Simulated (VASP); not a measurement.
Consider the following.

```
AlFe
1.0
    2.84872     0.00000     0.00000
    0.00000     2.84872     0.00000
    0.00000     0.00000     2.84872
Al Fe
1 1
Direct
  0.50000   0.50000   0.50000
  0.00000   0.00000   0.00000
```

Level of theory: vdW-DF-cx, VASP's PBE PAW potentials (set 64) (plane waves; VASP 6.6.1). Numerical set-up: 520 eV cut-off, Gaussian smearing of 0.050 eV, potentials Al Fe.

Problem. Estimate the band gap (along the path) with the smallest direct gap where there is one.

Solution. 
```json
{
 "band gap (along the path)": "none (metal, semimetal or under 0.01 eV)"
}
```

The compound is FeAl in the CsCl type structure. It was relaxed first, which changed the volume by -6 %. The run is not spin-polarised, so no magnetic state was tried. The electron count is odd and the run is not spin-polarised, which forces a metal.
